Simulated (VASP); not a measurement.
Consider the following.

```
SrCl2
1.0
    0.00000     3.48043     3.48043
    3.48043     0.00000     3.48043
    3.48043     3.48043     0.00000
Sr Cl
1 2
Direct
  0.00000   0.00000   0.00000
  0.25000   0.25000   0.25000
  0.75000   0.75000   0.75000
```

The numbers are results of rev-vdW-DF2, VASP's PBE PAW potentials (set 64) (plane waves; VASP), not measurements. Run with 520 eV cut-off, 6×6×6 Γ-centred mesh, tetrahedra with Blöchl corrections, potentials Sr_sv Cl.

Question: Estimate the energy per atom (σ→0), band gap (on the k-mesh) with the smallest direct gap where there is one.

Answer: 
The band gap (on the k-mesh) comes out as 5.10 eV and the smallest direct gap (on the k-mesh) comes out as 5.31 eV. The energy per atom (σ→0) is -2.671 eV/atom.

The absolute energy has meaning only against runs of the same code, potentials and settings.

The compound is SrCl2 in the fluorite structure. It was relaxed first.
